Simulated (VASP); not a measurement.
Method: PBE GGA, VASP's PBE PAW potentials (set 64) (plane waves; VASP 6.6.1).

VASP input:

### INCAR
```
SYSTEM = KTaO3
PREC = Accurate
ENCUT = 520
EDIFF = 1E-7
NELM = 100
ALGO = Normal
LREAL = .FALSE.
LASPH = .TRUE.
ISMEAR = 0
SIGMA = 0.05
GGA = PE
LMAXMIX = 6
LWAVE = .FALSE.
LCHARG = .FALSE.
LORBIT = 11
ICHARG = 11
```

**KPOINTS**
```
k-points along high-symmetry lines
15
Line-mode
Reciprocal
  0.000000   0.000000   0.000000 ! GAMMA
  0.000000   0.500000   0.000000 ! X

  0.000000   0.500000   0.000000 ! X
  0.500000   0.500000   0.000000 ! M

  0.500000   0.500000   0.000000 ! M
  0.000000   0.000000   0.000000 ! GAMMA

  0.000000   0.000000   0.000000 ! GAMMA
  0.500000   0.500000   0.500000 ! R

  0.500000   0.500000   0.500000 ! R
  0.000000   0.500000   0.000000 ! X

  0.500000   0.500000   0.500000 ! R
  0.500000   0.500000   0.000000 ! M
```

**POSCAR**
```
KTaO3
1
    4.0288805204     0.0000000000     0.0000000000
    0.0000000000     4.0288805204     0.0000000000
    0.0000000000     0.0000000000     4.0288805204
K Ta O
1 1 3
Direct
  0.0000000000   0.0000000000   0.0000000000
  0.5000000000   0.5000000000   0.5000000000
  0.5000000000   0.0000000000   0.5000000000
  0.0000000000   0.5000000000   0.5000000000
  0.5000000000   0.5000000000   0.0000000000
```

POTCAR, in this order: K_sv Ta_pv O (PBE.64 set). Program: vasp_std. Read from the step before: CHGCAR.

The resulting files:

OSZICAR:
```
       N       E                     dE             d eps       ncg     rms          rms(c)
DAV:   1     0.323830679577E+03    0.32383E+03   -0.21745E+04  4140   0.168E+03
DAV:   2    -0.205156070738E+02   -0.34435E+03   -0.33888E+03  4921   0.443E+02
DAV:   3    -0.393614879096E+02   -0.18846E+02   -0.18718E+02  5338   0.969E+01
DAV:   4    -0.399009110455E+02   -0.53942E+00   -0.53918E+00  7206   0.145E+01
DAV:   5    -0.399046232324E+02   -0.37122E-02   -0.37120E-02  5377   0.110E+00
DAV:   6    -0.399047537327E+02   -0.13050E-03   -0.13050E-03  6333   0.134E-01
DAV:   7    -0.399047552070E+02   -0.14743E-05   -0.14743E-05  5489   0.165E-02
DAV:   8    -0.399047552378E+02   -0.30821E-07   -0.30816E-07  5082   0.218E-03
   1 F= -.39904755E+02 E0= -.39904755E+02  d E =-.786259E-14
```

File OUTCAR:
```
 val. band max:        1.5970738864   @ k =   0.5000   0.5000   0.5000

 cond. band min:       3.7043046532   @ k =   0.0000   0.0000   0.0000



 k-point     1 :       0.0000    0.0000    0.0000
  band No.  band energies     occupation
      1     -32.6651      2.00000
      2     -32.6651      2.00000
      3     -32.6651      2.00000
      4     -25.7527      2.00000
      5     -15.8449      2.00000
      6     -15.1482      2.00000
      7     -15.1482      2.00000
      8      -9.2946      2.00000
      9      -9.2946      2.00000
     10      -9.2946      2.00000
     11      -0.8375      2.00000
     12      -0.8375      2.00000
     13      -0.8375      2.00000
     14       0.5842      2.00000
     15       0.5842      2.00000
     16       0.5842      2.00000
     17       0.9650      2.00000
     18       0.9650      2.00000
     19       0.9650      2.00000
     20       3.7043      0.00000
     21       3.7043      0.00000
     22       3.7043      0.00000
     23       8.0026      0.00000

 k-point     2 :       0.0000    0.0357    0.0000
  band No.  band energies     occupation
      1     -32.6660      2.00000
      2     -32.6650      2.00000
      3     -32.6650      2.00000
      4     -25.7524      2.00000
      5     -15.8402      2.00000
      6     -15.1480      2.00000
      7     -15.1426      2.00000
      8      -9.2941      2.00000
      9      -9.2941      2.00000
     10      -9.2930      2.00000
     11      -0.8669      2.00000
     12      -0.8386      2.00000
     13      -0.8386      2.00000
     14       0.5649      2.00000
     15       0.5649      2.00000
     16       0.5784      2.00000
     17       0.9219      2.00000
     18       0.9544      2.00000
     19       0.9544      2.00000
     20       3.7061      0.00000
     21       3.7470      0.00000
     22       3.7470      0.00000
     23       8.0294      0.00000

 k-point     3 :       0.0000    0.0714    0.0000
  band No.  band energies     occupation
...
```

The density is held fixed in this step, so its total energy and stress have no physical meaning. Unless said otherwise, spin-orbit coupling is left out, though it shifts the bands of the heavy elements here.

The compound is KTaO3 in the cubic perovskite structure. It was relaxed first.
